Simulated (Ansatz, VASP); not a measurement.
# LaB6: VASP beside Ansatz

Wanted: the spread between two codes on one cell, functional and k mesh.

Program: Ansatz 0.2.0. Level of theory: plane waves, with VASP 6.6.1 beside it; single point at PBE. Results are calculated unless marked as measured.

## 1. The starting structure

The structure is cubic, space group Pm-3m (No. 221). The conventional cell has a = 4.157 Å, b = 4.157 Å, c = 4.157 Å, α = 90.00°, β = 90.00°, γ = 90.00°. Nearest to La lie 24 B at 3.05 Å. Nearest to B lie 6 B at 1.64 to 2.51 Å and 4 La at 3.05 Å. Farther neighbours are not listed.

## 2. VASP: single point, PBE

With cell and atoms fixed, the geometry can't cause a difference; cores, projectors, grids and the points listed under the comparison can.

Lines of VASP's logs that name or quote its potential files are left out, and so is its time.

Input file INCAR:

```
SYSTEM = LaB6
PREC = Accurate
ENCUT = 420
EDIFF = 1E-06
NELM = 100
ISMEAR = -1
SIGMA = 0.05
LREAL = .FALSE.
ALGO = Normal
GGA = PE
NBANDS = 21
LORBIT = 11
LWAVE = .FALSE.
LCHARG = .FALSE.
KPAR = 2
ISIF = 2
```

Input file POSCAR:

```
LaB6
1.0
    4.1570000000      0.0000000000      0.0000000000
    0.0000000000      4.1570000000      0.0000000000
    0.0000000000      0.0000000000      4.1570000000
La B
1 6
Direct
    0.0000000000      0.0000000000      0.0000000000
    0.5000000000      0.5000000000      0.8025000000
    0.5000000000      0.5000000000      0.1975000000
    0.5000000000      0.8025000000      0.5000000000
    0.8025000000      0.5000000000      0.5000000000
    0.5000000000      0.1975000000      0.5000000000
    0.1975000000      0.5000000000      0.5000000000
```

Input file KPOINTS:

```
Automatic mesh
0
Gamma
7 7 7
0 0 0
```

Potentials, in the order of the species: La and B (PBE family, release 64).

Launch:

```bash
$ mpirun -np 2 vasp_std
```

Numbers of over 12 decimals in the logs are rounded to 6 here.

What it wrote:

```text
[banner, memory and clock lines left out]
running    2 mpi-ranks, on    1 nodes
 distrk:  each k-point on    1 cores,    2 groups
 distr:  one band on    1 cores,    1 groups

 POSCAR found type information on POSCAR LaB
 POSCAR found :  2 types and       7 ions
 LDA part: xc-table for (Slater+PW92), standard interpolation
 POSCAR, INCAR and KPOINTS ok, starting setup
 FFT: planning ... GRIDC
 FFT: planning ... GRID_SOFT
 FFT: planning ... GRID
 WAVECAR not read
 entering main loop
       N       E                     dE             d eps       ncg     rms          rms(c)
DAV:   1     0.199728968930E+03    0.19973E+03   -0.97237E+03   880   0.146E+03
DAV:   2    -0.265818554538E+02   -0.22631E+03   -0.20681E+03  1104   0.277E+02
DAV:   3    -0.523264917696E+02   -0.25745E+02   -0.24547E+02  1189   0.145E+02
DAV:   4    -0.533114007026E+02   -0.98491E+00   -0.98016E+00  1580   0.208E+01
DAV:   5    -0.533410643060E+02   -0.29664E-01   -0.29575E-01  1318   0.310E+00    0.902E+00
DAV:   6    -0.493366782230E+02    0.40044E+01   -0.97061E+00  1295   0.174E+01    0.462E+00
DAV:   7    -0.490495920021E+02    0.28709E+00   -0.45448E+00  1456   0.109E+01    0.189E+00
DAV:   8    -0.491804481434E+02   -0.13086E+00   -0.23764E+00  1443   0.141E+01    0.152E+00
DAV:   9    -0.490312110054E+02    0.14924E+00   -0.37634E-01  1430   0.479E+00    0.736E-01
DAV:  10    -0.490109998953E+02    0.20211E-01   -0.29311E-01  1467   0.422E+00    0.236E-01
DAV:  11    -0.490095909969E+02    0.14089E-02   -0.17807E-02  1392   0.122E+00    0.123E-01
DAV:  12    -0.490093955766E+02    0.19542E-03   -0.74653E-04  1473   0.184E-01    0.849E-02
DAV:  13    -0.490090150138E+02    0.38056E-03   -0.23812E-03  1462   0.421E-01    0.607E-03
DAV:  14    -0.490090229309E+02   -0.79171E-05   -0.94493E-05  1312   0.739E-02    0.261E-03
DAV:  15    -0.490090236342E+02   -0.70331E-06   -0.39274E-06  1379   0.159E-02
   1 F= -.49009024E+02 E0= -.49001726E+02  d E =-.145954E-01
```

Parts of OUTCAR (step 2):

```text
ion  position               nearest neighbor table
   1  0.000  0.000  0.000-
   2  0.500  0.500  0.803-   3 1.64   4 1.78   5 1.78   6 1.78   7 1.78
   3  0.500  0.500  0.197-   2 1.64   4 1.78   5 1.78   6 1.78   7 1.78
   4  0.500  0.803  0.500-   6 1.64   3 1.78   5 1.78   2 1.78   7 1.78
   5  0.803  0.500  0.500-   7 1.64   3 1.78   4 1.78   6 1.78   2 1.78
   6  0.500  0.197  0.500-   4 1.64   3 1.78   2 1.78   5 1.78   7 1.78
   7  0.197  0.500  0.500-   5 1.64   3 1.78   4 1.78   2 1.78   6 1.78

  LATTYP: Found a simple cubic cell.
 ALAT       =     4.1570000000

 Subroutine GETGRP returns: Found 48 space group operations
 (whereof 48 operations were pure point group operations)

The static configuration has the point symmetry O_h .

 Found     20 irreducible k-points:

   k-points           NKPTS =     20   k-points in BZ     NKDIM =     20   number of bands    NBANDS=     21

   dimension x,y,z NGX =    28 NGY =   28 NGZ =   28
   dimension x,y,z NGXF=    56 NGYF=   56 NGZF=   56

   ENCUT  =  420.0 eV  30.87 Ry    5.56 a.u.   6.95  6.95  6.95*2*pi/ulx,y,z

   NELECT =      29.0000    total number of electrons

 k-points in reciprocal lattice and weights: Automatic mesh
   0.00000000  0.00000000  0.00000000       0.003
   0.14285714  0.00000000  0.00000000       0.017
   0.28571429  0.00000000  0.00000000       0.017
   0.42857143  0.00000000  0.00000000       0.017
   0.14285714  0.14285714  0.00000000       0.035
   0.28571429  0.14285714  0.00000000       0.070
   0.42857143  0.14285714  0.00000000       0.070
   0.28571429  0.28571429  0.00000000       0.035
   0.42857143  0.28571429  0.00000000       0.070
[...]
0.42857143  0.42857143  0.28571429       0.070
   0.42857143  0.42857143  0.42857143       0.023

 average (electrostatic) potential at core
       1 -95.8490       2 -24.0366       3 -24.0366       4 -24.0366       5 -24.0366
       6 -24.0366       7 -24.0366

 E-fermi :   8.5627

 k-point     1 :       0.0000    0.0000    0.0000
  band No.  band energies     occupation
    ...
     10       1.5173      2.00000
     11       1.5173      2.00000
     12       6.7869      2.00000
     13       6.7869      2.00000
     14       6.7869      2.00000
     15       8.7228      0.07815
     16       8.7228      0.07815
     17       8.7228      0.07815
     18      10.0409      0.00000
     19      10.0409      0.00000
    ...

 k-point     2 :       0.1429    0.0000    0.0000
  band No.  band energies     occupation
    ...
     11       2.6886      2.00000
     12       6.2433      2.00000
     13       6.2433      2.00000
     14       6.8525      2.00000
     15       7.8947      2.00000
     16       9.3257      0.00000
     17       9.3257      0.00000
     18      10.1035      0.00000
     19      10.4353      0.00000
     20      10.4374      0.00000
    ...

 k-point     3 :       0.2857    0.0000    0.0000
  band No.  band energies     occupation
    ...
     11       4.1390      2.00000
     12       5.5473      2.00000
     13       5.5473      2.00000
     14       6.8148      2.00000
     15       7.0128      2.00000
     16       9.9484      0.00000
     17       9.9484      0.00000
     18      10.1319      0.00000
     19      10.5303      0.00000
     20      10.6168      0.00000
    ...

  Total       -0.2636125     -0.2636125     -0.2636125     -0.0000000      0.0000000     -0.0000000
  in kB       -5.8794470     -5.8794470     -5.8794470     -0.0000000      0.0000000     -0.0000000
  external PRESSURE =      -5.8794470 kB  Pullay stress =       0.0000000 kB

  energy-cutoff  :      420.00
  volume of cell :       71.84
      direct lattice vectors                 reciprocal lattice vectors
     4.157000000  0.000000000  0.000000000     0.240558095  0.000000000  0.000000000
     0.000000000  4.157000000  0.000000000     0.000000000  0.240558095  0.000000000
     0.000000000  0.000000000  4.157000000     0.000000000  0.000000000  0.240558095

 POSITION                                       TOTAL-FORCE (eV/Angst)
 -----------------------------------------------------------------------------------
      0.00000      0.00000      0.00000         0.000000      0.000000     -0.000000
      2.07850      2.07850      3.33599         0.000000      0.000000     -0.597927
      2.07850      2.07850      0.82101         0.000000      0.000000      0.597927
      2.07850      3.33599      2.07850         0.000000     -0.597927     -0.000000
      3.33599      2.07850      2.07850        -0.597927      0.000000     -0.000000
      2.07850      0.82101      2.07850         0.000000      0.597927     -0.000000
      0.82101      2.07850      2.07850         0.597927      0.000000     -0.000000
 -----------------------------------------------------------------------------------
    total drift:                               -0.000000     -0.000000      0.000000

  FREE ENERGIE OF THE ION-ELECTRON SYSTEM (eV)
  ---------------------------------------------------
  free  energy   TOTEN  =       -49.0090236342 eV

  energy  without entropy=      -48.9944282538  energy(sigma->0) =      -49.00172594

 total charge
# of ion       s       p       d       f       tot
--------------------------------------------------
    1        1.992   5.660   0.629   0.230   8.512
    2        0.695   1.352   0.000   0.000   2.047
    3        0.695   1.352   0.000   0.000   2.047
    4        0.695   1.352   0.000   0.000   2.047
    5        0.695   1.352   0.000   0.000   2.047
    6        0.695   1.352   0.000   0.000   2.047
    7        0.695   1.352   0.000   0.000   2.047
--------------------------------------------------
tot          6.164  13.771   0.629   0.230  20.795

[... 3 further parts left out ...]
```

The run ends at a pressure of -0.59 GPa, with forces up to 0.60 eV/Å.

## 3. Ansatz: single point, PBE

Ansatz runs on its default PAW (the set named soft_2) files.

The same cell, functional, mesh and smearing now go to Ansatz, which takes its cutoff from its data sets.

Input file input.yaml:

```yaml
crystal:
  lattice:
    - [4.157, 0.0, 0.0]
    - [0.0, 4.157, 0.0]
    - [0.0, 0.0, 4.157]
  atoms:
    - { symbol: La, position: [0.0, 0.0, 0.0] }
    - { symbol: B, position: [0.5, 0.5, 0.8025] }
    - { symbol: B, position: [0.5, 0.5, 0.1975] }
    - { symbol: B, position: [0.5, 0.8025, 0.5] }
    - { symbol: B, position: [0.8025, 0.5, 0.5] }
    - { symbol: B, position: [0.5, 0.1975, 0.5] }
    - { symbol: B, position: [0.1975, 0.5, 0.5] }
hamiltonian:
  xc: pbe
  pseudopotentials: { kind: paw }
kpoints:
  mp_grid: { grid: [7, 7, 7] }
scf:
  occupations: { method: fermi_dirac, width: 0.05 }
  n_extra_bands: 5
output:
  forces: true
  stress: true
  eigenvalues: true
```

Launch:

```bash
$ ansatz run input.yaml --threads 4 --pin off --max-ram 9216MiB --backend cpu --events-out ev --progress --plain --runs-dir out
```

What it wrote:

```text
scf.n_extra_bands = 5 over 15 filled bands (N_el = 29.0): the run solves 20 bands
Engine: ansatz 0.2.0, aarch64-unknown-linux-gnu
Pseudopotentials: kind: paw
Pseudopotential: La, paw, valence charge 11, recommended cutoff 420 eV (normal), La.paw.azcp
Pseudopotential: B, paw, valence charge 3, recommended cutoff 420 eV (normal), B.paw.azcp
Functional definition: PBE
  parameter kappa = 0.804
  parameter beta = 0.066725
  exchange = pbe_x(kappa = kappa, mu = beta*pi^2/3)
  correlation = pbe_c(beta = beta)
Crystal: 7 atoms, lattice volume = 71.836 Å³
Basis set: ecut = 420 eV, 1365 PW (Γ), exchange–correlation on 60×60×60 points (8 copies of the dense FFT grid, shifted against one another)
Bands: 20, of which v1, the nominal top of the filled ones, is band 15 counted from 1 (14 counted from 0)
Symmetry: 48 space group operations
Space group: Pm-3m (ITA 221), of the structure as read, at distance tolerance 4.2e-5 Å
k-points: 20 of 343
Non-local potential: La, projectors of the file, l = 0: 3, l = 1: 2, l = 2: 2, l = 3: 3
Non-local potential: B, projectors of the file, l = 0: 2, l = 1: 2, l = 2: 1
PAW form: soft (Blöchl's): semilocal exchange-correlation on the pseudo side does not see the compensation charge
PAW one-centre angular grid: La, 590 points (default); XC on 64 Gauss nodes
PAW one-centre angular grid: B, 110 points (default); XC on 64 Gauss nodes
Initial density: superposition of atomic densities (neutral atoms: chi_scale 0, normalization atom), corrected by the library's trained network
Initial wavefunctions: pseudopotential atomic-orbital guess
Functional: x = pbe(κ = 0.804, μ = 0.219515), c = pbe(β = 0.066725)
SCF iter   1: F=—  HF=-7189.478577 eV  |F-HF|=—  |Δ(HF+E_count)|=         —  Δρ=3.41e-3  dr2=9.16e-3  ethr=1.77e-3  ⟨swp⟩=4.9  Hψ=1915  notcnv=0
preconditioner: auto → Kerker (q_TF=auto, 2.345 Å⁻¹)  [metal: Δε(μ)=0.104 eV  Ē_g=10.467 eV  σ=0.050 eV  W_gap=0.40  n_scr=18 (ndim 8)  ℏωp=22.8 eV  f_vac=0.000  D(μ)=1.94/eV (n_scr^D=18)]
SCF iter   2: F=—  HF=-7189.476068 eV  |F-HF|=—  |Δ(HF+E_count)|=   2.51e-3  Δρ=1.48e-3  dr2=1.52e-3  ethr=3.16e-5  ⟨swp⟩=2.9  Hψ=953  notcnv=0  defer=4
SCF iter   3: F=—  HF=-7189.475746 eV  |F-HF|=—  |Δ(HF+E_count)|=   3.22e-4  Δρ=3.70e-4  dr2=9.97e-5  ethr=5.23e-6  ⟨swp⟩=2.0  Hψ=790  notcnv=0  defer=4
SCF iter   4: F=—  HF=-7189.475765 eV  |F-HF|=—  |Δ(HF+E_count)|=   1.90e-5  Δρ=6.11e-5  dr2=2.61e-6  ethr=3.44e-7  ⟨swp⟩=2.2  Hψ=669  notcnv=0  defer=4
SCF iter   5: F=—  HF=-7189.475766 eV  |F-HF|=—  |Δ(HF+E_count)|=   1.02e-6  Δρ=1.76e-5  dr2=2.93e-7  ethr=9.01e-9  ⟨swp⟩=2.4  Hψ=659  notcnv=0  defer=4
SCF iter   6: F=-7189.475766 eV  HF=-7189.475766 eV  |F-HF|=3.38e-9  |Δ(HF+E_count)|=   1.17e-7  Δρ=3.84e-6  dr2=8.13e-9  ethr=3.45e-10  ⟨swp⟩=6.3  Hψ=1771  notcnv=0
SCF 1 converged in 6 iterations: F = -7189.475766 eV  dr2 = 8.13e-9
  greatest PAW one-centre occupation: 0.970 electrons in one spin orbital (limit 2), on the La atom at site 0 (counted from 0), in its partial waves of l = 0
SCF converged after 6 iterations
Free energy (F): -7189.475766 eV
Harris-Foulkes:  -7189.475766 eV  (|F-HF|=3.38e-9)
Internal energy: -7189.461254 eV  (E = F + TS)
E sigma→0 (E₀):  -7189.468510 eV
Entropy (-TS):   -0.014512 eV (-2.073 meV/atom)
Fermi energy:    12.106141 eV
--- Per-component energies (eV) ---
  E_band       = 48.398430
  E_kinetic    = 491.380395
  E_local      = -383.754862  (includes V_loc(G=0)·N_el)
  E_nonlocal   = 166.243717
  E_hartree    = 118.054561
  E_xc         = -334.824259
  E_vxc        = -379.963328  (∫ρ·V_xc dr)
  E_paw        = -5889.821910  (= ΣΔE_a)
  E_vpaw       = -81.617687  (= ΣTr[D̂ρ^β])
  E_aug_tail   = -0.000017  (compensation charges beyond the density's cutoff)
  E_ewald      = -1356.738879
  E_smearing   = -0.014512  (= −TS)
  E_closure    = -0.000000  (closes the sum)
  Σ components = -7189.475766   (vs F -7189.475766, Δ=0.00e0)
--- Forces (eV/Å), atoms counted from 1 ---
  atom   1  La    -0.00000000     0.00000000     0.00000000
  atom   2  B      0.00000000     0.00000000    -0.59149506
  atom   3  B      0.00000000     0.00000000     0.59149506
  atom   4  B      0.00000000    -0.59149506     0.00000000
  atom   5  B     -0.59149506    -0.00000000     0.00000000
  atom   6  B     -0.00000000     0.59149506     0.00000000
  atom   7  B      0.59149506     0.00000000    -0.00000000
  max |Σ_I F_I| component: 2.22e-16 eV/Å
--- Stress (GPa, compression-positive) ---
       -0.569419      -0.000000       0.000000
       -0.000000      -0.569419       0.000000
        0.000000       0.000000      -0.569419
  P = ⅓ Tr σ = -0.5694 GPa (-5.694 kbar)
--- Band table (eV; the first three rows and the last of 20) ---
  k-point 0: bands = [... 11 lower, 10.3402, 10.3402, 10.3402, 12.2571, 12.2571, 12.2571, 13.5893, 13.5893, ... 1 higher]
  k-point 1: bands = [... 11 lower, 9.7963, 9.7963, 10.4054, 11.4401, 12.8542, 12.8542, 13.6348, 13.9334, ... 1 higher]
  k-point 2: bands = [... 11 lower, 9.1015, 9.1015, 10.3645, 10.5639, 13.4694, 13.4694, 13.6406, 14.0322, ... 1 higher]
  k-point 19: bands = [... 11 lower, 9.4658, 9.5587, 9.5587, 13.7079, 13.7688, 13.8019, 13.8019, 13.8531, ... 1 higher]
```

It took 2.2 s on 4 threads of Arm Neoverse V1, shared host; peak memory 0.37 GiB; 3.4 s of CPU time.

The column dr2 measures how far the density is from self-consistency, as an energy; F and HF (Harris–Foulkes) agree once it is small.

The run ends at a pressure of -0.57 GPa, with forces up to 0.59 eV/Å.

## 4. Comparison

Known differences besides the potentials themselves: VASP leaves aspherical gradient terms in its spheres out (LASPH is not set), Ansatz keeps them. Total energies have different zeros and are not compared.

Compared:

| quantity | Ansatz | VASP | difference |
| --- | --- | --- | --- |
| pressure (GPa) | -0.57 | -0.59 | +0.02 |
| pressure without Ansatz's Pulay correction (GPa) | -0.81 | -0.59 | -0.23 |

Forces (eV/Å; atoms numbered as in POSCAR):

| atom | Ansatz x, y, z | VASP x, y, z |
| --- | --- | --- |
| La1 | 0.000, 0.000, 0.000 | 0.000, 0.000, 0.000 |
| B2 | 0.000, 0.000, -0.591 | 0.000, 0.000, -0.598 |
| B3 | 0.000, 0.000, 0.591 | 0.000, 0.000, 0.598 |
| B4 | 0.000, -0.591, 0.000 | 0.000, -0.598, 0.000 |
| B5 | -0.591, 0.000, 0.000 | -0.598, 0.000, 0.000 |
| B6 | 0.000, 0.591, 0.000 | 0.000, 0.598, 0.000 |
| B7 | 0.591, 0.000, 0.000 | 0.598, 0.000, 0.000 |

The forces differ by 3.4 meV/Å r.m.s., which is 1.1 % of the r.m.s. force of 0.32 eV/Å (both taken over all components). Ansatz's pressure holds a Pulay correction of 0.24 GPa; VASP's holds none.

## 5. Results

```yaml
r_m_s_force_difference_single_point_pbe: 1.1 % of the r.m.s. force
```

The r.m.s. force difference is 1.1 % of the r.m.s. force (single point, PBE), within the 3 % picked in this series as the mark of a large difference. How closely two codes agree says nothing of how well the functional describes the real material.

[Lines on the potential files, build, host, timing and source positions are cut from VASP's logs without a mark.]

[Logs are printed without paths, hosts, clocks, repeated set-up lines and the standing remarks that a program may print on its own settings, such as how far it seeks lower states.]

[Hosts, paths, dates, database ids (printed as entryN), source tags and the programs' standing remarks are cut or masked in the printed files.]
